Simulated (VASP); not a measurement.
Calculation: PBEsol GGA, VASP's PBE PAW potentials (set 64) (plane waves; VASP).

Input for VASP

**INCAR**
```
SYSTEM = Cu3Sn
PREC = Accurate; ENCUT = 400; LREAL = .FALSE.
LASPH = .TRUE.
EDIFF = 1E-6; NELM = 100; ALGO = Normal
LMAXMIX = 4
ISMEAR = 1; SIGMA = 0.1
GGA = PS
IBRION = 2; NSW = 60; ISIF = 3
EDIFFG = -0.02
LWAVE = .FALSE.; LCHARG = .FALSE.
```

**POSCAR**
```
Cu3Sn
1
    4.2465793815     0.0000000000     0.0000000000
    0.0000000000     5.5726808584     0.0000000000
    0.0000000000     0.0000000000     4.6631678565
Cu Sn
6 2
Direct
  0.5000000000   1.0000000000   0.3038603105
  0.0000000000   0.5000000000   0.6961396895
  0.0000000000   0.2478524173   0.1589669183
  0.0000000000   0.7521475827   0.1589669183
  0.5000000000   0.7478524173   0.8410330817
  0.5000000000   0.2521475827   0.8410330817
  0.0000000000   1.0000000000   0.6620554741
  0.5000000000   0.5000000000   0.3379445259
```

KPOINTS:
```
Automatic
0
G
 7 5 6
0 0 0
```

POTCAR, in this order: Cu Sn_d (PBE.64 set). Program: vasp_std.

Task: What will the output report for the number of irreducible k-points (NKPTS), number of bands (NBANDS), largest plane-wave count, number of space-group operations, FFT grid (NGX, NGY, NGZ)?

Result: 
* **number of irreducible k-points (NKPTS)**: 48
* **number of bands (NBANDS)**: 56
* **largest plane-wave count**: 2019
* **number of space-group operations**: 8
* **FFT grid (NGX, NGY, NGZ)**: 28 × 36 × 30

The structure comes from a measured Cu3Sn entry (Pmmn) of the Crystallography Open Database, whose conditions weren't checked. This run relaxes it. Symmetry was kept, so distortions that lower it aren't found. The start is the result of an earlier pass.
